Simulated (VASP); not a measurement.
Given:

```xyz
4
Lattice="1.2555 -2.1745 0.0000 1.2555 2.1745 0.0000 0.0000 0.0000 6.5366" Properties=species:S:1:pos:R:3 pbc="T T T"
B      1.2555     0.7248     1.6342
B      1.2555    -0.7248     4.9025
N      1.2555    -0.7248     1.6342
N      1.2555     0.7248     4.9025
```

These are rev-vdW-DF2, VASP's PBE PAW potentials (set 64) (plane waves; VASP) values and carry that method's errors. Run with 520 eV cut-off, 11×11×4 Γ-centred mesh, tetrahedra with Blöchl corrections, potentials B N.

Question: Estimate the energy per atom (σ→0).

Answer: 
The energy per atom (σ→0) is -7.977 eV/atom.

Only differences to runs with the same potentials and settings are physical.

The compound is BN in the hex structure. It was relaxed first.
